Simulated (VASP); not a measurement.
## RbN3: single point with PBE

RbN3:

```xyz
8
Lattice="5.8928 1.9802 -1.0402 -0.7217 5.1783 0.6380 0.1056 0.2855 5.2448" Properties=species:S:1:pos:R:3 pbc="T T T"
N     2.7643    3.8994   -0.0531
N     4.2968    4.1265    3.7293
N     0.9775    1.5060    4.8209
N     1.0179    5.7203    4.2917
N     2.7044    3.5724    2.8673
N     0.9651    3.8394    5.0570
Rb   -0.1570    2.2380    2.1994
Rb    2.5683    6.3285    1.6967
```

The cell was built by a generator and needn't be a form met in nature.

| Item | Value |
| --- | --- |
| Program | VASP 6.6.1 |
| Task | single point |
| Functional | PBE |
| Potentials or basis | VASP PAW PBE potentials, release 64 (N, Rb_sv) |
| Cutoff | 520 eV |
| k mesh | 3 × 3 × 3 |
| Occupations | fermi-dirac, width 0.1 eV |
| Spin | no spin polarisation |

```
Pressure               : -13.0 GPa
Largest force          : 7.452 eV/Å
Band gap on the k mesh : none (metal or under the smearing width)
```

Forces on the atoms (eV/Å):
```
N   -1.807 -0.280 -1.158
N   -6.844 -1.759 -0.896
N    3.097 -4.216 -5.064
N   -3.384  2.413  6.185
N    4.899  1.477  2.151
N    4.023  2.137 -1.211
Rb  -0.072  0.279 -0.080
Rb   0.088 -0.051  0.073
```

Stress tensor (GPa, compression positive):
```
-18.78  -0.94   1.95
 -0.94  -8.92  -5.19
  1.95  -5.19 -11.42
```

Levels at points of the mesh, in eV from the Fermi level:
```csv
k point,band 20,band 21,band 22,band 23,band 24,band 25,band 26,band 27,band 28,band 29
"(0.00, 0.00, 0.00)",-2.26,-1.79,-0.89,-0.59,0.07,0.39,0.81,1.07,1.54,1.86
```

Run time: 62 s on 1 thread of Intel(R) Xeon(R) Platinum 8488C (Sapphire Rapids) (shared host), peak memory 0.28 GiB.

Caveat: the k mesh is coarse (spacing up to 0.41 Å⁻¹), so the values aren't converged.
